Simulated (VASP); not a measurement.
Wanted: the native input for a VASP 6.6.1 run.

* Task: single point
* Functional: PBE
* Potentials or basis: VASP PAW PBE potentials, release 64 (Tc_pv, Se)
* Cutoff: 520 eV
* k mesh: 5 × 5 × 5
* Occupations: gaussian, width 0.05 eV
* Spin: collinear spin, ferromagnetic start
* Starting moments: [0.5, 0.0, 0.0] μB
* Hubbard terms: Tc d U = 4 eV
* Further INCAR settings: ALGO = Normal; EDIFF = 1e-07

The structure of TcSe2 lies in POSCAR:

```
TcSe2
1.0
    0.0000000000      3.1457489900      3.1457489900
    3.1457489900      0.0000000000      3.1457489900
    3.1457489900      3.1457489900      0.0000000000
Tc Se
1 2
Direct
    0.0000000000      0.0000000000      0.0000000000
    0.2500000000      0.2500000000      0.2500000000
    0.7500000000      0.7500000000      0.7500000000
```

The cell comes from a database or a generator and needn't be the stable form of this composition.

One way to write it, as run:

INCAR

```
SYSTEM = TcSe2
PREC = Accurate ; ENCUT = 520
EDIFF = 1E-7 ; ISMEAR = 0
SIGMA = 0.05 ; LREAL = .False.
LASPH = .True. ; NELM = 80
ALGO = Normal ; ISIF = 2
LWAVE = .False. ; LCHARG = .False.
ISPIN = 2 ; MAGMOM = 0.5 0 0
LORBIT = 11 ; LMAXMIX = 4
LDAU = .True. ; LDAUTYPE = 2
LDAUL = 2 -1 ; LDAUU = 4 0
LDAUJ = 0 0 ; LDAUPRINT = 1
GGA = PE
```

KPOINTS

```
regular mesh
0
Gamma
  5 5 5
  0 0 0
```

Potentials or basis: VASP PAW PBE potentials, release 64 (Tc_pv, Se).

Run with:

```console
$ cat potpaw_PBE.64/Tc_pv/POTCAR potpaw_PBE.64/Se/POTCAR > POTCAR
$ mpirun -np 1 vasp_std > vasp.out
```

It gave:

```
Pressure                                              : -5.7 GPa
Band gap on the k mesh                                : none (metal or under the smearing width)
Net moment                                            : 1.05 μB per cell
Site moments                                          : Tc +1.32; Se -0.10 μB
Valence electrons inside the program's atomic spheres : Tc 11.60; Se 3.76
```

It took 3 min on 1 thread of AMD EPYC 7R43 64-Core Processor (Zen 3), with other jobs on the host, peak memory 0.22 GiB.
